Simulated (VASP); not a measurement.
Data:

```
Cd4Se3Te
1.0
    6.29752     0.00000     0.00000
    0.00000     6.29752     0.00000
    0.00000     0.00000     6.29752
Cd Te Se
4 1 3
Cartesian
  6.24540   6.24540   6.24540
  3.20088   3.20088   6.24540
  3.20088   6.24540   3.20088
  6.24540   3.20088   3.20088
  1.57438   1.57438   1.57438
  4.72314   4.72314   1.57438
  4.72314   1.57438   4.72314
  1.57438   4.72314   4.72314
```

Method: PBE GGA, VASP's PBE PAW potentials (set 64) (plane waves; VASP). Run with 400 eV cut-off, 3×3×3 Γ-centred mesh, Gaussian smearing of 0.050 eV, potentials Cd Te Se.

Unless said otherwise, spin-orbit coupling is left out, though it shifts the bands of the heavy elements here.

Task: Estimate the energy per atom (σ→0), band gap (on the k-mesh) with the smallest direct gap where there is one.

Result: 
| Quantity | Result |
|---|---|
| band gap (on the k-mesh) | 0.42 eV |
| smallest direct gap (on the k-mesh) | 0.42 eV |
| energy per atom (σ→0) | -2.649 eV/atom |

The structure was generated: Cd4Se3Te was put into an ordered model structure (P-43m), which need not be its known phase. It was relaxed first, which changed the volume by +7 %.
